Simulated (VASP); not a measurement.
Na2Ta3:

```
Na Ta
1.0
     4.09736    0.00000    0.00000
    -2.04868    3.54842    0.00000
     0.00000    0.00000    6.24056
Na Ta
2 3
Direct
  0.66667 0.33333 0.76131
  0.33333 0.66667 0.23869
  0.66667 0.33333 0.35111
  0.33333 0.66667 0.64889
  0.00000 0.00000 0.00000
```

The cell was built by a generator and needn't be a form met in nature.

The cell isn't the ideal one: volume scaled by 1.15.

| Property | Result |
| --- | --- |
| Program | VASP 6.6.1 |
| Task | relaxation of cell and atoms |
| Functional | PBE |
| Dispersion | D2 |
| Potentials or basis | VASP PAW PBE potentials, release 54 (Na, Ta) |
| Cutoff | 580 eV |
| k mesh | 8 × 8 × 5 |
| Occupations | fermi-dirac, width 0.02 eV |
| Spin | no spin polarisation |

At the start: pressure 10.2 GPa; volume 18.15 Å³/atom.

**Question.** How do energy, volume and symmetry change on relaxing?

**Answer.** Over 9 steps the energy falls by 530.0 meV/atom and the volume is 20.59 Å³/atom (+13.5 %); space group P-3m1 (No. 164, to 0.05 Å).

Step by step:
| step | energy change (eV) | largest force (eV/Å) | pressure (GPa) | volume (Å³) |
| --- | --- | --- | --- | --- |
| 1 | 0.0000 | 2.6570 | 10.25 | 90.73 |
| 2 | -1.6003 | 1.5931 | 0.35 | 100.76 |
| 3 | -2.2601 | 0.5266 | -2.70 | 105.19 |
| 4 | -2.4694 | 0.4091 | -1.57 | 104.12 |
| 5 | -2.6139 | 0.3001 | -0.12 | 102.60 |
| 6 | -2.6441 | 0.1104 | 0.51 | 102.11 |
| 7 | -2.6483 | 0.0681 | 0.43 | 102.34 |
| 8 | -2.6497 | 0.0150 | 0.10 | 102.84 |
| 9 | -2.6498 | 0.0005 | 0.00 | 102.97 |

Final structure:
```yaml
crystal:
  lattice:
    - [4.55943, 0.00000, 0.00000]
    - [-2.27972, 3.94859, 0.00000]
    - [0.00000, 0.00000, 5.71970]
  atoms:
    - { symbol: Na, position: [0.66667, 0.33333, 0.86323] }
    - { symbol: Na, position: [0.33333, 0.66667, 0.13677] }
    - { symbol: Ta, position: [0.66667, 0.33333, 0.37809] }
    - { symbol: Ta, position: [0.33333, 0.66667, 0.62191] }
    - { symbol: Ta, position: [0.00000, 0.00000, 0.00000] }
```

Caveat: atom-pairwise D2, TS and ULG terms overbind metals; pairwise dispersion overbinds metals, which lowers pressure and volume.
